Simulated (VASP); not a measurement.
```yaml
crystal:
  lattice:
    - [2.60189, 1.50220, 4.72372]
    - [-2.60189, 1.50220, 4.72372]
    - [0.00000, -3.00440, 4.72372]
  atoms:
    - { symbol: Li, position: [0.64251, 0.64251, 0.64251] }
    - { symbol: Li, position: [0.35749, 0.35749, 0.35749] }
    - { symbol: Nb, position: [0.85642, 0.85642, 0.85642] }
    - { symbol: Nb, position: [0.14358, 0.14358, 0.14358] }
    - { symbol: O, position: [0.04469, 0.43836, 0.78305] }
    - { symbol: O, position: [0.95531, 0.56164, 0.21695] }
    - { symbol: O, position: [0.78305, 0.04469, 0.43836] }
    - { symbol: O, position: [0.21695, 0.95531, 0.56164] }
    - { symbol: O, position: [0.43836, 0.78305, 0.04469] }
    - { symbol: O, position: [0.56164, 0.21695, 0.95531] }
```

These are r2SCAN meta-GGA, VASP's PBE PAW potentials (set 64) (plane waves; VASP) values and carry that method's errors. Run with 520 eV cut-off, 6×6×6 Γ-centred mesh, tetrahedra with Blöchl corrections, potentials Li_sv Nb_sv O.

The cores are frozen, which limits the accuracy of field gradients.

### Question
Give the principal components of the electric field gradient (V/Å²) and the asymmetry η at each nucleus.

### Answer

```tsv
atom	Vxx	Vyy	Vzz	η
Li1	-0.2	-0.2	0.5	-
Li2	-0.2	-0.2	0.5	-
Nb3	-41.6	-41.6	83.3	0.00
Nb4	-41.6	-41.6	83.3	0.00
O5	-16.1	-1.9	17.9	0.79
O6	-16.1	-1.9	17.9	0.79
O7	-16.1	-1.9	17.9	0.79
O8	-16.1	-1.9	17.9	0.79
O9	-16.1	-1.9	17.9	0.79
O10	-16.1	-1.9	17.9	0.79
```

The structure comes from a computed database's LiNbO3 entry (R-3); how it stands against other phases isn't given here. It was relaxed first, which changed the volume by -5 %.
